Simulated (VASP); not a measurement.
Wanted: the native input for a VASP 6.6.1 run.

```yaml
Task: relaxation of cell and atoms
Functional: RPBE
Potentials_or_basis: VASP PAW PBE potentials, release 64 (P, C)
Cutoff: 600 eV
k_mesh: 11 × 11 × 4
Occupations: gaussian, width 0.05 eV
Spin: no spin polarisation
Further_INCAR_settings: ALGO = Fast; EDIFF = 1e-07; IBRION = 2; EDIFFG = -0.01; NSW = 40; ISIF = 3
```

The structure of PC2 lies in POSCAR:

```
PC2
1.0
    2.8524400000      0.0000000000      0.0000000000
   -1.4262200000      2.4702800000      0.0000000000
    0.0000000000      0.0000000000      7.0289600000
P C
2 4
Direct
    0.0000000000      0.0000000000      0.5000000000
    0.0000000000      0.0000000000      0.0000000000
    0.6666700000      0.3333300000      0.3508200000
    0.3333300000      0.6666700000      0.6491800000
    0.3333300000      0.6666700000      0.8508200000
    0.6666700000      0.3333300000      0.1491800000
```

The cell was built by a generator and needn't be a form met in nature.

These files were run (other wordings do the same):

INCAR

```
SYSTEM = PC2
PREC     = Accurate       ! precision mode
ENCUT    = 600            ! plane-wave cutoff, eV
EDIFF    = 1E-7           ! SCF threshold, eV
ISMEAR   = 0              ! smearing method
SIGMA    = 0.05           ! smearing width, eV
LREAL    = .FALSE.        ! projectors in reciprocal space
LASPH    = .TRUE.         ! aspherical terms in the spheres
NELM     = 60             ! most SCF steps
ALGO     = Fast           ! electronic algorithm
ISIF     = 3              ! what is computed and relaxed
LWAVE    = .FALSE.        ! write WAVECAR
LCHARG   = .FALSE.        ! write CHGCAR
GGA      = RP             ! functional
IBRION   = 2              ! ionic algorithm
NSW      = 40             ! ionic steps
EDIFFG   = -0.01          ! ionic threshold
```

KPOINTS

```
Automatic mesh
0
G
  11 11 4
  0 0 0
```

Potentials or basis: VASP PAW PBE potentials, release 64 (P, C).

Launch:

```sh
$ cat potpaw_PBE.64/P/POTCAR potpaw_PBE.64/C/POTCAR > POTCAR
$ mpirun -np 1 vasp_std > vasp.out
```

It gave:

```
Relaxed volume                         : 8.36 Å³/atom
Relaxed cell                           : a = 2.870 Å, b = 2.870 Å, c = 7.032 Å, α = 90.00°, β = 90.00°, γ = 120.00°
Space group after relaxing (to 0.05 Å) : P6_3/mmc (No. 194)
Energy gained by relaxing              : 1.2 meV/atom
Ionic steps                            : 7
Pressure after relaxing                : 0.0 GPa
Largest force after relaxing           : 0.007 eV/Å
Band gap on the k mesh                 : none (metal or under the smearing width)
```

Caveat: the PAW data sets were made with another functional, which shifts forces and pressure a little.

Wall time 3.9 min on 1 thread of Intel(R) Xeon(R) Platinum 8488C (Sapphire Rapids) (shared host), peak memory 0.23 GiB.
